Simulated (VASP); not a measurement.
A VASP calculation is set up with these files.

### INCAR
```
EDIFF = 1E-7   ! SCF stop (eV)
NEDOS = 601
ISIF = 2   ! forces and stress, cell fixed
ENCUT = 400
LCHARG = .TRUE.
LEFG = .TRUE.
GGA = PS
LREAL = .FALSE.   ! projection in real space or not
LMAXMIX = 4
PREC = Accurate
ISMEAR = -5   ! tetrahedra, Bloechl
LASPH = .TRUE.   ! aspherical one-centre terms
LWAVE = .FALSE.
SYSTEM = Cd4Te3Se
ALGO = Normal   ! blocked Davidson
NELM = 100   ! most electronic steps
LORBIT = 11   ! lm-projected
```

### POSCAR
```
Cd4Te3Se
1
    4.5209267333     0.0000000000     0.0000000000
    0.0000000000     9.0474294696     0.0000000000
    0.0000000000     0.0000000000     6.3510353842
Cd Te Se
4 3 1
Direct
  0.0000000000   0.0000000000   0.9773687494
  0.5000000000   0.7622949610   0.5088090258
  0.5000000000   0.2377050390   0.5088090258
  0.0000000000   0.5000000000   0.0062563853
  0.0000000000   0.7567864237   0.2497328689
  1.0000000000   0.2432135763   0.2497328689
  0.5000000000   0.5000000000   0.7472955278
  0.5000000000   0.0000000000   0.7520155482
```

File KPOINTS:
```
Regular mesh
0
Gamma
6 3 4
0 0 0
```

POTCAR, in this order: Cd Te Se (PBE.64 set). Program: vasp_std.

Problem. Write an equivalent input for Quantum ESPRESSO's pw.x.

Solution. One equivalent input (not run):
```
&CONTROL
  calculation = 'scf'
  pseudo_dir = './pseudo'
  outdir = './out'
  tprnfor = .true.
  tstress = .true.
/
&SYSTEM
  ibrav = 0
  nat = 8
  ntyp = 3
  ecutwfc = 102
  occupations = 'tetrahedra'
  input_dft = 'pbesol'
/
&ELECTRONS
  conv_thr = 7.3e-09
  electron_maxstep = 100
/
ATOMIC_SPECIES
  Cd 112.414 Cd.upf
  Te 127.600 Te.upf
  Se 78.971 Se.upf
CELL_PARAMETERS angstrom
     4.5209267    0.0000000    0.0000000
     0.0000000    9.0474295    0.0000000
     0.0000000    0.0000000    6.3510354
ATOMIC_POSITIONS crystal
  Cd   0.0000000  0.0000000  0.9773687
  Cd   0.5000000  0.7622950  0.5088090
  Cd   0.5000000  0.2377050  0.5088090
  Cd   0.0000000  0.5000000  0.0062564
  Te   0.0000000  0.7567864  0.2497329
  Te   1.0000000  0.2432136  0.2497329
  Te   0.5000000  0.5000000  0.7472955
  Se   0.5000000  0.0000000  0.7520155
K_POINTS automatic
  6 3 4 0 0 0
```
Limits of the translation: the potentials are each code's own (VASP's PAW set, PseudoDojo norm-conserving files in pw.x), so ENCUT and ecutwfc are chosen apart and not converted; conv_thr bounds pw.x's estimated SCF error, while EDIFF bounds the energy change between steps; the field gradients of LEFG aren't asked of the other code.

The structure comes from a computed database's Cd4Te3Se entry (Pmm2); how it stands against other phases isn't given here. It was relaxed first.
